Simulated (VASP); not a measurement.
Input:

```
CELL_PARAMETERS angstrom
      4.44000     2.22000     2.22000
      2.22000     4.44000     2.22000
      2.22000     2.22000     4.44000
ATOMIC_POSITIONS crystal
  Mn 0.00000 0.00000 0.00000
  Mn 0.50000 0.50000 0.50000
  O  0.25000 0.25000 0.25000
  O  0.75000 0.75000 0.75000
```
Starting moments (μB, in the order of the record's atoms Mn Mn O O): 5.0 -5.0 0.0 0.0.

Level of theory: LDA (Ceperley-Alder, Perdew-Zunger), VASP's LDA PAW potentials (set 64) (plane waves; VASP). Run with 400 eV cut-off, 5×5×5 Γ-centred mesh, Fermi-Dirac smearing of 0.020 eV, potentials Mn_pv O.

At this cut-off the stress carries a Pulay error, which pulls relaxed volumes low.

Estimate the cell moment, energy per atom (σ→0), pressure.

```json
{
  "cell_moment": "0.00 μB",
  "energy per atom (σ→0)": "-8.857 eV/atom",
  "pressure": "-19.22 GPa"
}
```

Give the moment on each site (PAW-sphere projection).

```json
[
 {"site": "Mn1", "moment (μB)": "4.24"},
 {"site": "Mn2", "moment (μB)": "-4.24"},
 {"site": "O3", "moment (μB)": "0.00"},
 {"site": "O4", "moment (μB)": "0.00"}
]
```

Only differences to runs with the same potentials and settings are physical.

The structure is a typed MnO crystal (Fm-3m). The cell was not relaxed at this level. The k-mesh is coarse (spacing up to 0.47 per Å, 2π included), so the numbers may not be converged in it.
